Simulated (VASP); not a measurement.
# What goes wrong when the modes of MgO are computed with a bad input

Aim: see how common mistakes in a phonon run show up, on MgO. The starting structure is a measured crystal structure from the Crystallography Open Database.

Main program and level: VASP 6.6.1; Kohn-Sham DFT with plane waves and PAW; LDA.

### Step 1. The structure

Symmetry: Fm-3m, No. 225, cubic system. Conventional cell: a = 4.210 Å, b = 4.210 Å, c = 4.210 Å, α = 90.00°, β = 90.00°, γ = 90.00°. Nearest to Mg lie 6 O at 2.11 Å. O has 6 Mg at 2.11 Å nearest. Farther neighbours and most contacts between anions are not listed.

Coordinates:

```
Mg O
1.0
     0.00000    2.10521    2.10521
     2.10521    0.00000    2.10521
     2.10521    2.10521    0.00000
Mg O
1 1
Direct
  0.00000 0.00000 0.00000
  0.50000 0.50000 0.50000
```

### Step 2. Reference modes

The cell comes from a relaxation at this level, not shown (17.82 Å³).

INCAR reads:

```
SYSTEM = MgO
PREC = Accurate
ENCUT = 520
EDIFF = 1E-08
NELM = 100
ISMEAR = 0
SIGMA = 0.03
LREAL = .FALSE.
ALGO = Normal
GGA = CA
NBANDS = 10
LORBIT = 11
LWAVE = .FALSE.
LCHARG = .FALSE.
KPAR = 4
IBRION = 8
LEPSILON = .TRUE.
LPEAD = .TRUE.
ISIF = 2
```

POSCAR reads:

```
MgO
1.0
    0.0000000000      2.0730437084      2.0730437084
    2.0730437084      0.0000000000      2.0730437084
    2.0730437084      2.0730437084      0.0000000000
Mg O
1 1
Direct
    0.0000000000      0.0000000000      0.0000000000
    0.5000000000      0.5000000000      0.5000000000
```

KPOINTS reads:

```
Automatic mesh
0
Gamma
12 12 12
0 0 0
```

PAW data sets: Mg and O (LDA family, release 64).

On the command line:

```sh
$ mpirun -np 4 vasp_std
```

Output:

```text
[banner, memory and clock lines left out]
running    4 mpi-ranks, on    1 nodes
 distrk:  each k-point on    1 cores,    4 groups
 distr:  one band on    1 cores,    1 groups

 POSCAR found type information on POSCAR MgO
 POSCAR found :  2 types and       2 ions
 LDA part: xc-table for (Slater(with rela. corr.)+CA(PZ))
 , standard interpolation
 POSCAR, INCAR and KPOINTS ok, starting setup
 FFT: planning ... GRIDC
 FFT: planning ... GRID_SOFT
 FFT: planning ... GRID
 WAVECAR not read
 entering main loop
       N       E                     dE             d eps       ncg     rms          rms(c)
DAV:   1     0.112366338562E+02    0.11237E+02   -0.48316E+03  1640   0.717E+02
DAV:   2    -0.145057079121E+02   -0.25742E+02   -0.25364E+02  1624   0.141E+02
DAV:   3    -0.150314307427E+02   -0.52572E+00   -0.52535E+00  1702   0.175E+01
DAV:   4    -0.150325799667E+02   -0.11492E-02   -0.11492E-02  1584   0.913E-01
DAV:   5    -0.150325834223E+02   -0.34557E-05   -0.34557E-05  1648   0.463E-02    0.710E+00
DAV:   6    -0.135074500580E+02    0.15251E+01   -0.87728E+00  1462   0.177E+01    0.219E+00
DAV:   7    -0.134692200349E+02    0.38230E-01   -0.49946E-02  1552   0.218E+00    0.127E+00
DAV:   8    -0.134457534338E+02    0.23467E-01   -0.26005E-02  1456   0.181E+00    0.186E-01
DAV:   9    -0.134455751678E+02    0.17827E-03   -0.18544E-04  1638   0.112E-01    0.127E-01
DAV:  10    -0.134454607716E+02    0.11440E-03   -0.28127E-04  1522   0.154E-01    0.786E-03
DAV:  11    -0.134454600174E+02    0.75413E-06   -0.37475E-06  1562   0.115E-02    0.294E-03
DAV:  12    -0.134454600198E+02   -0.23508E-08   -0.14813E-07  1578   0.280E-03    0.601E-04
DAV:  13    -0.134454600187E+02    0.10886E-08   -0.38983E-09   858   0.725E-04
   1 F= -.13445460E+02 E0= -.13445460E+02  d E =-.453816E-20
 Linear response reoptimize wavefunctions to high precision
DAV:   1    -0.134454600195E+02   -0.81172E-09   -0.13079E-10   944   0.119E-04
DAV:   2    -0.134454600195E+02    0.17621E-10   -0.87330E-12   790   0.296E-05
 Linear response to external field (no local field effect), progress :
  Direction:   1
       N       E                     dE             d eps       ncg     rms          rms(c)
RMM:   1    -0.124269172523E+00   -0.12427E+00   -0.36696E-01   847   0.174E+00
RMM:   2    -0.124082959593E+00    0.18621E-03   -0.87539E-04   827   0.210E-01
RMM:   3    -0.124085859510E+00   -0.28999E-05   -0.19594E-06   863   0.102E-02
RMM:   4    -0.124085867406E+00   -0.78955E-08   -0.74526E-09   789   0.650E-04
 change of polarisation eV/A/(eV/A) component  1 :     0.248     0.080     0.022
 dielectric tensor                  component  1 :     3.520     0.814     0.226
 Linear response to external field (no local field effect), progress :
  Direction:   2
       N       E                     dE             d eps       ncg     rms          rms(c)
RMM:   1    -0.125552262387E+00   -0.12555E+00   -0.38000E-01   854   0.173E+00
RMM:   2    -0.125361034269E+00    0.19123E-03   -0.93843E-04   828   0.213E-01
RMM:   3    -0.125364811601E+00   -0.37773E-05   -0.23814E-06   864   0.109E-02
RMM:   4    -0.125364823231E+00   -0.11630E-07   -0.98883E-09   793   0.705E-04
RMM:   5    -0.125364823295E+00   -0.63758E-10   -0.46356E-10   238   0.594E-05
 change of polarisation eV/A/(eV/A) component  2 :     0.080     0.251    -0.037
 dielectric tensor                  component  2 :     0.814     3.546    -0.380
 Linear response to external field (no local field effect), progress :
  Direction:   3
       N       E                     dE             d eps       ncg     rms          rms(c)
RMM:   1    -0.763927819476E-01   -0.76393E-01   -0.18555E-01   866   0.135E+00
RMM:   2    -0.765644147690E-01   -0.17163E-03   -0.54868E-04   849   0.158E-01
RMM:   3    -0.765660099252E-01   -0.15952E-05   -0.12742E-06   860   0.762E-03
RMM:   4    -0.765660150806E-01   -0.51554E-08   -0.56795E-09   722   0.508E-04
 change of polarisation eV/A/(eV/A) component  3 :     0.022    -0.037     0.153
 dielectric tensor                  component  3 :     0.226    -0.380     2.555
 Linear response to external field, progress :
  Direction:   1
       N       E                     dE             d eps       ncg     rms          rms(c)
RMM:   1    -0.108795641397E+00   -0.10880E+00   -0.31144E-01  1916   0.160E+00
RMM:   2    -0.108658854425E+00    0.13679E-03   -0.78273E-04  1896   0.192E-01    0.517E-01
RMM:   3    -0.105991703716E+00    0.26672E-02   -0.11688E-03  4696   0.260E-01    0.304E-01
RMM:   4    -0.109838721169E+00   -0.38470E-02   -0.22030E-03  6743   0.352E-01    0.256E-02
RMM:   5    -0.110178564309E+00   -0.33984E-03   -0.90088E-06  4945   0.246E-02    0.466E-03
RMM:   6    -0.110204106209E+00   -0.25542E-04   -0.86271E-08  5323   0.253E-03    0.203E-03
RMM:   7    -0.110222306438E+00   -0.18200E-04   -0.26779E-08  5310   0.135E-03    0.909E-05
RMM:   8    -0.110221965167E+00    0.34127E-06   -0.36212E-10  4759   0.147E-04    0.415E-05
RMM:   9    -0.110222046843E+00   -0.81676E-07   -0.82891E-11  3247   0.380E-05    0.384E-06
 change of polarisation eV/A/(eV/A) component  1 :     0.206     0.043     0.016
 dielectric tensor                  component  1 :     3.093     0.436     0.158
 Linear response to external field, progress :
  Direction:   2
       N       E                     dE             d eps       ncg     rms          rms(c)
RMM:   1    -0.108710704739E+00   -0.10871E+00   -0.31055E-01  1920   0.161E+00
RMM:   2    -0.108674171535E+00    0.36533E-04   -0.78965E-04  1896   0.194E-01    0.517E-01
RMM:   3    -0.106007036908E+00    0.26671E-02   -0.11686E-03  4696   0.260E-01    0.304E-01
RMM:   4    -0.109854069953E+00   -0.38470E-02   -0.22030E-03  6748   0.352E-01    0.256E-02
RMM:   5    -0.110193932162E+00   -0.33986E-03   -0.89874E-06  4951   0.246E-02    0.465E-03
RMM:   6    -0.110219453292E+00   -0.25521E-04   -0.86321E-08  5334   0.253E-03    0.203E-03
RMM:   7    -0.110237527406E+00   -0.18074E-04   -0.26946E-08  5323   0.135E-03    0.911E-05
RMM:   8    -0.110237159579E+00    0.36783E-06   -0.51760E-10  4778   0.150E-04    0.405E-05
RMM:   9    -0.110237431432E+00   -0.27185E-06   -0.23186E-10  3253   0.396E-05    0.397E-06
 change of polarisation eV/A/(eV/A) component  2 :     0.033     0.206    -0.002
 dielectric tensor                  component  2 :     0.337     3.093    -0.019
 Linear response to external field, progress :
  Direction:   3
       N       E                     dE             d eps       ncg     rms          rms(c)
RMM:   1    -0.108707931638E+00   -0.10871E+00   -0.31052E-01  1920   0.161E+00
RMM:   2    -0.108675517104E+00    0.32415E-04   -0.79008E-04  1896   0.194E-01    0.517E-01
RMM:   3    -0.106008354112E+00    0.26672E-02   -0.11687E-03  4695   0.260E-01    0.304E-01
RMM:   4    -0.109855462413E+00   -0.38471E-02   -0.22031E-03  6746   0.352E-01    0.256E-02
RMM:   5    -0.110195339739E+00   -0.33988E-03   -0.89907E-06  4949   0.246E-02    0.465E-03
RMM:   6    -0.110220862791E+00   -0.25523E-04   -0.86226E-08  5335   0.253E-03    0.203E-03
RMM:   7    -0.110238970494E+00   -0.18108E-04   -0.26916E-08  5318   0.135E-03    0.911E-05
RMM:   8    -0.110238595014E+00    0.37548E-06   -0.52867E-10  4777   0.150E-04    0.405E-05
RMM:   9    -0.110238797835E+00   -0.20282E-06   -0.23182E-10  3255   0.396E-05    0.396E-06
 change of polarisation eV/A/(eV/A) component  3 :     0.004     0.024     0.206
 dielectric tensor                  component  3 :     0.045     0.247     3.093
 Linear response DOF=           2
 Linear response progress:
  Degree of freedom:   1/  2
       N       E                     dE             d eps       ncg     rms          rms(c)
RMM:   1    -0.222777137598E-02   -0.22278E-02    0.29635E-05  6844   0.523E-01
RMM:   2    -0.217898263058E-02    0.48789E-04   -0.14367E-04  4952   0.830E-02    0.365E-02
RMM:   3    -0.215083510350E-02    0.28148E-04   -0.16925E-05  5178   0.290E-02    0.187E-02
RMM:   4    -0.214993243803E-02    0.90267E-06   -0.14276E-05  5194   0.260E-02    0.331E-03
RMM:   5    -0.215031430643E-02   -0.38187E-06   -0.13751E-07  5197   0.288E-03    0.302E-04
RMM:   6    -0.215033277680E-02   -0.18470E-07   -0.59772E-10  5236   0.201E-04    0.130E-04
RMM:   7    -0.215027911182E-02    0.53665E-07   -0.21864E-10  5315   0.120E-04    0.118E-05
RMM:   8    -0.215029368354E-02   -0.14572E-07   -0.18807E-11  5424   0.124E-05    0.266E-06
RMM:   9    -0.215029413745E-02   -0.45390E-09   -0.16841E-11  4931   0.436E-06    0.384E-07
 first order change of Fermi-energy   0.53757E-04
 force on displaced ion       1 direction 1 :  -6.364   0.000   0.000
 Born effective charge ion    1 direction 1 :   1.948   0.000   0.000
 Linear response progress:
  Degree of freedom:   2/  2
       N       E                     dE             d eps       ncg     rms          rms(c)
RMM:   1    -0.348328965989E+00   -0.34833E+00    0.38604E-01  5816   0.425E+00
RMM:   2    -0.348875577232E+00   -0.54661E-03   -0.17196E-03  5132   0.332E-01    0.135E-01
RMM:   3    -0.350258138033E+00   -0.13826E-02   -0.37916E-04  4923   0.141E-01    0.714E-02
RMM:   4    -0.352370472827E+00   -0.21123E-02   -0.38064E-04  4679   0.145E-01    0.174E-02
RMM:   5    -0.352383656488E+00   -0.13184E-04   -0.46689E-06  5360   0.204E-02    0.135E-03
RMM:   6    -0.352385599273E+00   -0.19428E-05   -0.35644E-08  5504   0.172E-03    0.774E-04
RMM:   7    -0.352381033788E+00    0.45655E-05   -0.22159E-09  5461   0.337E-04    0.535E-05
RMM:   8    -0.352380943665E+00    0.90123E-07   -0.10649E-09  5636   0.604E-05    0.151E-05
RMM:   9    -0.352380987253E+00   -0.43588E-07   -0.10611E-09  5613   0.236E-05    0.248E-06
RMM:  10    -0.352380986507E+00    0.74591E-09   -0.10736E-09  4492   0.146E-05    0.448E-07
 first order change of Fermi-energy   0.12235E-02
 force on displaced ion       2 direction 1 :  -6.361   0.000   0.000
 Born effective charge ion    2 direction 1 :  -1.948   0.000   0.000
 Born effective charges drift removed
 Linear response finished
```

Run time: 32 s. Hardware: 4 MPI ranks of Intel Xeon Platinum 8375C at 2.90GHz (Ice Lake), shared host; peak memory 1.1 GiB.

The logs omit lines about the potential files and the build; timing stands in the text.

Parts of OUTCAR (step 2):

```text
ion  position               nearest neighbor table
   1  0.000  0.000  0.000-   2 2.07   2 2.07   2 2.07   2 2.07   2 2.07   2 2.07
   2  0.500  0.500  0.500-   1 2.07   1 2.07   1 2.07   1 2.07   1 2.07   1 2.07

  LATTYP: Found a face centered cubic cell.
 ALAT       =     4.1460874168

 Subroutine GETGRP returns: Found 48 space group operations
 (whereof 48 operations were pure point group operations)

The static configuration has the point symmetry O_h .

 Found     72 irreducible k-points:

   k-points           NKPTS =     72   k-points in BZ     NKDIM =     72   number of bands    NBANDS=     10

   dimension x,y,z NGX =    24 NGY =   24 NGZ =   24
   dimension x,y,z NGXF=    48 NGYF=   48 NGZF=   48

   ENCUT  =  520.0 eV  38.22 Ry    6.18 a.u.   5.45  5.45  5.45*2*pi/ulx,y,z

   NELECT =       8.0000    total number of electrons

 k-points in reciprocal lattice and weights: Automatic mesh
   0.00000000  0.00000000  0.00000000       0.001
   0.08333333  0.00000000  0.00000000       0.005
   0.16666667  0.00000000  0.00000000       0.005
   0.25000000  0.00000000  0.00000000       0.005
   0.33333333  0.00000000  0.00000000       0.005
   0.41666667  0.00000000  0.00000000       0.005
   0.50000000  0.00000000  0.00000000       0.002
   0.08333333  0.08333333  0.00000000       0.003
   0.16666667  0.08333333  0.00000000       0.014
[...]
-0.33333333  0.50000000  0.16666667       0.007
  -0.25000000  0.50000000  0.25000000       0.003

 average (electrostatic) potential at core
       1 -34.6027       2 -70.3937

  Total       -0.0017428     -0.0017428     -0.0017428      0.0000000      0.0000000      0.0000000
  in kB       -0.1567100     -0.1567100     -0.1567100      0.0000000      0.0000000      0.0000000
  external PRESSURE =      -0.1567100 kB  Pullay stress =       0.0000000 kB

  energy-cutoff  :      520.00
  volume of cell :       17.82
      direct lattice vectors                 reciprocal lattice vectors
     0.000000000  2.073043708  2.073043708    -0.241191248  0.241191248  0.241191248
     2.073043708  0.000000000  2.073043708     0.241191248 -0.241191248  0.241191248
     2.073043708  2.073043708  0.000000000     0.241191248  0.241191248 -0.241191248

 POSITION                                       TOTAL-FORCE (eV/Angst)
 -----------------------------------------------------------------------------------
      0.00000      0.00000      0.00000        -0.000000     -0.000000     -0.000000
      2.07304      2.07304      2.07304         0.000000      0.000000      0.000000
 -----------------------------------------------------------------------------------
    total drift:                               -0.000000     -0.000000      0.000000

 MACROSCOPIC STATIC DIELECTRIC TENSOR (including local field effects in DFT)
 ------------------------------------------------------
           3.093054    -0.000000     0.000000
           0.000000     3.093054    -0.000000
           0.000000     0.000000     3.093054
 ------------------------------------------------------

 PIEZOELECTRIC TENSOR (including local field effects)  for field in x, y, z        (C/m^2)
          XX          YY          ZZ          XY          YZ          ZX
  --------------------------------------------------------------------------------
  x     0.00000     0.00000     0.00000     0.00000     0.00000     0.00000
  y     0.00000     0.00000     0.00000     0.00000     0.00000     0.00000
  z     0.00000     0.00000     0.00000     0.00000     0.00000     0.00000

 BORN EFFECTIVE CHARGES (including local field effects) (in |e|, cummulative output)
 ---------------------------------------------------------------------------------
 ion    1
    1     1.94832     0.00000     0.00000
    2     0.00000     1.94832    -0.00000
    3    -0.00000    -0.00000     1.94832
 ion    2
    1    -1.94832     0.00000    -0.00000
    2    -0.00000    -1.94832     0.00000
    3     0.00000     0.00000    -1.94832

 Eigenvectors and eigenvalues of the dynamical matrix
 ----------------------------------------------------

   1 f  =   12.694818 THz    79.763897 2PiTHz  423.453565 cm-1    52.501527 meV
             X         Y         Z           dx          dy          dz
      0.000000  0.000000  0.000000     0.630133   -0.000000    0.000000
      2.073044  2.073044  2.073044    -0.776487   -0.000000    0.000000

   2 f  =   12.694818 THz    79.763897 2PiTHz  423.453565 cm-1    52.501527 meV
             X         Y         Z           dx          dy          dz
      0.000000  0.000000  0.000000    -0.000000    0.630133    0.000000
      2.073044  2.073044  2.073044     0.000000   -0.776487    0.000000

   3 f  =   12.694818 THz    79.763897 2PiTHz  423.453565 cm-1    52.501527 meV
             X         Y         Z           dx          dy          dz
      0.000000  0.000000  0.000000     0.000000    0.000000   -0.630133
      2.073044  2.073044  2.073044     0.000000    0.000000    0.776487

   4 f/i=    0.001227 THz     0.007711 2PiTHz    0.040937 cm-1     0.005076 meV
             X         Y         Z           dx          dy          dz
      0.000000  0.000000  0.000000     0.776402    0.011326    0.002008
      2.073044  2.073044  2.073044     0.630064    0.009192    0.001629

   5 f/i=    0.001227 THz     0.007711 2PiTHz    0.040937 cm-1     0.005076 meV
             X         Y         Z           dx          dy          dz
      0.000000  0.000000  0.000000     0.005919   -0.509575    0.585859
      2.073044  2.073044  2.073044     0.004803   -0.413529    0.475435

   6 f/i=    0.001227 THz     0.007711 2PiTHz    0.040937 cm-1     0.005076 meV
             X         Y         Z           dx          dy          dz
      0.000000  0.000000  0.000000    -0.009863    0.585779    0.509605
      2.073044  2.073044  2.073044    -0.008004    0.475370    0.413554

 MACROSCOPIC STATIC DIELECTRIC TENSOR IONIC CONTRIBUTION
 ------------------------------------------------------
           6.059033    -0.000000    -0.000000
          -0.000000     6.059033    -0.000000
          -0.000000    -0.000000     6.059033
 ------------------------------------------------------

 ELASTIC MODULI CONTR FROM IONIC RELAXATION (kBar)
 Direction    XX          YY          ZZ          XY          YZ          ZX
 --------------------------------------------------------------------------------
 XX           0.0000      0.0000      0.0000      0.0000      0.0000      0.0000
 YY           0.0000      0.0000      0.0000      0.0000      0.0000      0.0000
 ZZ           0.0000      0.0000      0.0000      0.0000      0.0000      0.0000
 XY           0.0000      0.0000      0.0000      0.0000      0.0000      0.0000
 YZ           0.0000      0.0000      0.0000      0.0000      0.0000      0.0000
 ZX           0.0000      0.0000      0.0000      0.0000      0.0000      0.0000
 --------------------------------------------------------------------------------

 PIEZOELECTRIC TENSOR IONIC CONTR  for field in x, y, z        (C/m^2)
          XX          YY          ZZ          XY          YZ          ZX
  --------------------------------------------------------------------------------
  x     0.00000     0.00000     0.00000     0.00000     0.00000     0.00000
  y     0.00000     0.00000     0.00000     0.00000     0.00000     0.00000
  z     0.00000     0.00000     0.00000     0.00000     0.00000     0.00000
```

Energies printed during the response cycles are not total energies of the cell.

Reference: the zone-centre mode is T1u 423.5 cm⁻¹.

### Step 3. Modes with finite displacements, else as the reference

Against step 2 the input has IBRION = 6, NFREE = 2, POTIM = 0.015, no LEPSILON and no LPEAD (also changed: NSW).

INCAR, as its differences from that of step 2:

```diff
@@ -15,5 +15,6 @@
 KPAR = 4
-IBRION = 8
-LEPSILON = .TRUE.
-LPEAD = .TRUE.
+IBRION = 6
+NFREE = 2
+POTIM = 0.015
+NSW = 1
 ISIF = 2
```

POSCAR is that of step 2.

KPOINTS is that of step 2.

On the command line:

```sh
$ mpirun -np 4 vasp_std
```

Output:

```text
[... set-up lines as in an earlier step ...]
 entering main loop
       N       E                     dE             d eps       ncg     rms          rms(c)
[... 13 cycles as in an earlier step ...]
   1 F= -.13445460E+02 E0= -.13445460E+02  d E =-.453816E-20
[...]
2 F= -.13444743E+02 E0= -.13444743E+02  d E =-.239096E-20
[...]
3 F= -.13444743E+02 E0= -.13444743E+02  d E =-.238857E-20
[...]
4 F= -.13444744E+02 E0= -.13444744E+02  d E =-.238729E-20
[...]
5 F= -.13444744E+02 E0= -.13444744E+02  d E =-.238747E-20
 Finite differences progress:
  Degree of freedom:   2/  2
  Displacement:        2/  2
  Total:               4/  4
```

Elapsed: 14 s, on 4 MPI ranks; peak memory 0.67 GiB; 54 s of CPU time.

OUTCAR, selected parts (step 3):

```text
  Total        0.0081551     -0.0024779     -0.0024779     -0.0000000      0.0000000      0.0000000
  in kB        0.7333012     -0.2228103     -0.2228103     -0.0000000      0.0000000      0.0000000
  external PRESSURE =       0.0958935 kB  Pullay stress =       0.0000000 kB

 POSITION                                       TOTAL-FORCE (eV/Angst)
 -----------------------------------------------------------------------------------
      0.00000      0.00000      0.00000        -0.095600      0.000000      0.000000
      2.05804      2.07304      2.07304         0.095600      0.000000      0.000000
 -----------------------------------------------------------------------------------
    total drift:                                0.000036     -0.000000     -0.000000

  FREE ENERGIE OF THE ION-ELECTRON SYSTEM (eV)
  ---------------------------------------------------
  free  energy   TOTEN  =       -13.4447440623 eV

  energy  without entropy=      -13.4447440623  energy(sigma->0) =      -13.44474406

[... 2 parts as in an earlier step ...]

[... 1 further part left out ...]
[key lines of the parts left out:]
E-fermi :   3.4319
```

The last energy, forces and stress in OUTCAR belong to the last displaced cell, not to that of POSCAR.

With finite displacements, else as the reference the mode is T1u 423.7 cm⁻¹, +0.2 cm⁻¹ from the reference.

(Continued in part 2 of 2.)

[Lines on the potential files, build, host, timing and source positions are cut from VASP's logs without a mark.]

[Logs are printed without paths, hosts, clocks, repeated set-up lines and the standing remarks that a program may print on its own settings, such as how far it seeks lower states.]

[Hosts, paths, dates, database ids (printed as entryN), source tags and the programs' standing remarks are cut or masked in the printed files.]
